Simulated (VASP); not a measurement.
Energy against volume of Re (hcp). All values below come from AM05 GGA, VASP's PBE PAW potentials (set 64) (plane waves; VASP 6.6.1). Settings: 520 eV cut-off, 15×15×8 Γ-centred mesh, first-order Methfessel-Paxton smearing of 0.10 eV, potentials Re.

Shape and ions are relaxed at each volume.

| V (Å³/atom) | E (eV/atom) |
|---|---|
| 14.021 | -13.12277 |
| 14.454 | -13.14064 |
| 14.888 | -13.12528 |
| 15.322 | -13.08183 |

Task: Fit these four points and predict the energy of the run at 13.587 Å³/atom.

Result: A cubic in V^(−2/3), the third-order Birch-Murnaghan form, passes through the four points with V0 = 14.46 Å³/atom and B0 = 408 GPa, and gives -13.0654 eV/atom there. The run gave -13.0657 eV/atom, -0.3 meV/atom from the fit; all five points give B0 = 407 GPa.

The compound is Re in the hcp structure. It was relaxed first.
